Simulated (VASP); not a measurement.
A VASP calculation is set up with these files.

File KPOINTS:
```
K-points
0
Gamma
  5 5 8
0 0 0
```

### POSCAR
```
SiO2
1.0
  4.1589704610   0.0000000000   0.0000000000
  0.0000000000   4.1589704610   0.0000000000
  0.0000000000   0.0000000000   2.6596697512
Si O
2 4
Cartesian
  0.0000000000   0.0000000000   0.0000000000
  2.0794852305   2.0794852305   1.3298348756
  1.2728434596   1.2728434596   0.0000000000
  3.3523286901   0.8066417709   1.3298348756
  0.8066417709   3.3523286901   1.3298348756
  2.8861270014   2.8861270014   0.0000000000
```

### INCAR
```
SYSTEM = SiO2
PREC = Accurate
ENCUT = 520
EDIFF = 1E-7
NELM = 100
ALGO = Normal
LREAL = .FALSE.
LASPH = .TRUE.
ISMEAR = 0
SIGMA = 0.05
GGA = PE
IVDW = 12
LWAVE = .FALSE.
LCHARG = .FALSE.
ISIF = 4
IBRION = 2
NSW = 30
EDIFFG = -0.01
```

POTCAR, in this order: Si O (PBE.64 set). Program: vasp_std.

Problem. Translate this PBE-D3(BJ) calculation to Quantum ESPRESSO's pw.x.

Solution. One equivalent input (not run):
```
&CONTROL
  calculation = 'vc-relax'
  pseudo_dir = './pseudo'
  outdir = './out'
  tprnfor = .true.
  tstress = .true.
  nstep = 30
  forc_conv_thr = 0.00039
/
&SYSTEM
  ibrav = 0
  nat = 6
  ntyp = 2
  ecutwfc = 84
  occupations = 'smearing'
  smearing = 'gaussian'
  degauss = 0.003675
  input_dft = 'pbe'
  vdw_corr = 'grimme-d3'
  dftd3_version = 4
  dftd3_threebody = .false.
/
&ELECTRONS
  conv_thr = 7.3e-09
  electron_maxstep = 100
/
&IONS
/
&CELL
  cell_dofree = 'shape'
/
ATOMIC_SPECIES
  Si 28.085 Si.upf
  O 15.999 O.upf
CELL_PARAMETERS angstrom
     4.1589705    0.0000000    0.0000000
     0.0000000    4.1589705    0.0000000
     0.0000000    0.0000000    2.6596698
ATOMIC_POSITIONS crystal
  Si   0.0000000  0.0000000  0.0000000
  Si   0.5000000  0.5000000  0.5000000
  O    0.3060477  0.3060477  0.0000000
  O    0.8060477  0.1939523  0.5000000
  O    0.1939523  0.8060477  0.5000000
  O    0.6939523  0.6939523  0.0000000
K_POINTS automatic
  5 5 8 0 0 0
```
The two are equivalent in intent, not identical: the potentials are each code's own (VASP's PAW set, PseudoDojo norm-conserving files in pw.x), so ENCUT and ecutwfc are chosen apart and not converted; conv_thr bounds pw.x's estimated SCF error, while EDIFF bounds the energy change between steps; forc_conv_thr acts on force components and is met together with etot_conv_thr.

The compound is SiO2 in the rutile structure, stishovite, a high-pressure form. This cell is one point of a volume scan, at 0.97 of the reference volume. Symmetry was kept, so distortions that lower it aren't found.
